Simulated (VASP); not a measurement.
```yaml
crystal:
  lattice:
    - [2.68023, 0.00000, 0.00000]
    - [0.00000, 2.68023, 0.00000]
    - [0.00000, 0.00000, 2.68023]
  atoms:
    - { symbol: Rh, position: [0.00000, 0.00000, 0.00000] }
    - { symbol: B, position: [0.50000, 0.50000, 0.50000] }
```

Level of theory: PBEsol GGA, VASP's PBE PAW potentials (set 64) (plane waves; VASP). Run with 520 eV cut-off, 15×15×15 Γ-centred mesh, tetrahedra with Blöchl corrections, potentials Rh_pv B.

### Question
Predict the energy per atom (σ→0), band gap (on the k-mesh) with the smallest direct gap where there is one.

### Answer

band gap (on the k-mesh): none (metal, semimetal or under 0.01 eV)
energy per atom (σ→0): -7.650 eV/atom

The structure was generated: RhB was put into the CsCl type type (Pm-3m), which need not be its known phase. It was relaxed first, which changed the volume by -24 %.
